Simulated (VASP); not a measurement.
Data:

```xyz
6
Lattice="3.8999 0.0000 0.0000 -1.9500 3.3774 0.0000 0.0000 0.0000 4.8174" Properties=species:S:1:pos:R:3 pbc="T T T"
Fe     0.0000     2.2516     3.2714
Fe     1.9500     1.1258     1.5461
Fe     0.0000     0.0000     2.4087
Fe     0.0000     0.0000     0.0000
Si     1.9500     1.1258     3.9446
Si     0.0000     2.2516     0.8728
```

These are PBEsol GGA, VASP's PBE PAW potentials (set 64) (plane waves; VASP 6.6.1) values and carry that method's errors. Numerical set-up: 300 eV cut-off, 5×5×4 Γ-centred mesh, Fermi-Dirac smearing of 0.050 eV, potentials Fe Si.

The run has a spin-polarised start.

Problem. Give the spin-up energies of bands 13 to 26 at the high-symmetry points, in eV from the Fermi level.

Solution. 
```csv
band,Γ,M,K,A,L,H
13,-1.36,-2.21,-2.13,-1.68,-2.38,-2.23
14,-1.36,-1.76,-1.93,-1.34,-2.22,-2.23
15,-1.34,-1.59,-1.93,-1.34,-1.75,-2.02
16,-1.34,-1.56,-1.68,-1.07,-1.71,-1.73
17,-1.16,-1.56,-1.68,-1.03,-1.56,-1.73
18,-0.87,-1.38,-1.54,-1.03,-1.22,-1.10
19,-0.73,-1.29,-1.24,-1.01,-1.10,-0.98
20,-0.73,-1.27,-1.24,-1.01,-1.01,-0.98
21,0.06,-0.68,-0.50,0.12,-0.66,-0.91
22,0.06,-0.57,-0.50,0.12,-0.46,-0.20
23,1.04,0.08,0.10,1.72,-0.40,-0.20
24,2.53,0.13,0.87,3.38,0.56,0.42
25,3.06,1.27,0.88,3.38,1.68,0.72
26,3.06,1.65,0.88,3.94,1.97,0.72
```

Problem. Give the spin-down energies of bands 13 to 26 at the high-symmetry points, in eV from the Fermi level.

Solution. 
| band | Γ | M | K | A | L | H |
|---|---|---|---|---|---|---|
| 13 | -0.81 | -1.66 | -1.50 | -0.89 | -1.82 | -1.59 |
| 14 | -0.67 | -1.44 | -1.50 | -0.87 | -1.39 | -1.59 |
| 15 | -0.67 | -1.04 | -1.38 | -0.65 | -1.21 | -1.30 |
| 16 | -0.27 | -0.94 | -0.95 | -0.65 | -0.84 | -0.76 |
| 17 | -0.27 | -0.78 | -0.85 | -0.26 | -0.83 | -0.76 |
| 18 | -0.27 | -0.76 | -0.85 | -0.26 | 0.01 | -0.71 |
| 19 | 0.88 | 0.45 | 0.54 | 0.86 | 0.05 | 0.39 |
| 20 | 0.88 | 0.64 | 0.54 | 0.86 | 0.31 | 0.49 |
| 21 | 1.03 | 0.70 | 0.73 | 0.96 | 0.57 | 0.49 |
| 22 | 1.03 | 0.83 | 0.73 | 0.96 | 0.84 | 0.96 |
| 23 | 2.07 | 0.93 | 1.18 | 1.90 | 0.87 | 0.96 |
| 24 | 2.66 | 1.08 | 1.51 | 3.76 | 1.21 | 1.24 |
| 25 | 3.44 | 1.89 | 1.55 | 3.76 | 2.33 | 1.36 |
| 26 | 3.44 | 2.27 | 1.55 | 4.17 | 2.49 | 1.36 |

It has no gap at this level: it comes out as a metal or semimetal.

The structure comes from a computed database's Fe2Si entry; how it stands against other phases isn't given here. The cell was not relaxed at this level. The k-mesh is coarse (spacing up to 0.37 per Å, 2π included), so the numbers may not be converged in it.
